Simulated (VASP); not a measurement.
```yaml
crystal:
  lattice:
    - [0.00000, 3.27748, 3.27748]
    - [3.27748, 0.00000, 3.27748]
    - [3.27748, 3.27748, 0.00000]
  atoms:
    - { symbol: Ga, position: [0.25000, 0.25000, 0.25000] }
    - { symbol: Ga, position: [0.75000, 0.75000, 0.75000] }
    - { symbol: Ga, position: [0.50000, 0.50000, 0.50000] }
    - { symbol: Ag, position: [0.00000, 0.00000, 0.00000] }
```

Computed with PBEsol GGA with spin-orbit coupling, VASP's PBE PAW potentials (set 64) (plane waves; VASP 6.6.1). Settings: 400 eV cut-off, 7×7×7 Γ-centred mesh, Gaussian smearing of 0.050 eV, potentials Ga_d Ag.

Give the energies of bands 45 to 58 at the high-symmetry points, in eV from the Fermi level.

```tsv
band	Γ	X	U	L	W
45	-0.14	-3.31	-4.10	-2.23	-4.18
46	-0.14	-3.31	-4.10	-2.23	-4.18
47	0.56	-3.28	-2.54	0.11	-4.05
48	0.56	-3.28	-2.54	0.11	-4.05
49	0.75	-2.12	-1.89	0.15	1.25
50	0.75	-2.12	-1.89	0.15	1.25
51	0.75	-1.75	1.38	0.15	1.28
52	0.75	-1.75	1.38	0.15	1.28
53	1.49	6.27	3.54	0.27	1.66
54	1.49	6.27	3.54	0.27	1.66
55	1.54	6.46	4.61	0.83	2.66
56	1.54	6.46	4.61	0.83	2.66
57	1.54	6.64	4.88	5.65	6.35
58	1.54	6.66	4.88	5.65	6.35
```

It has no gap at this level: it comes out as a metal or semimetal.

The structure comes from a computed database's Ga3Ag entry (Fm-3m); how it stands against other phases isn't given here. It was relaxed first, which changed the volume by -7 %.
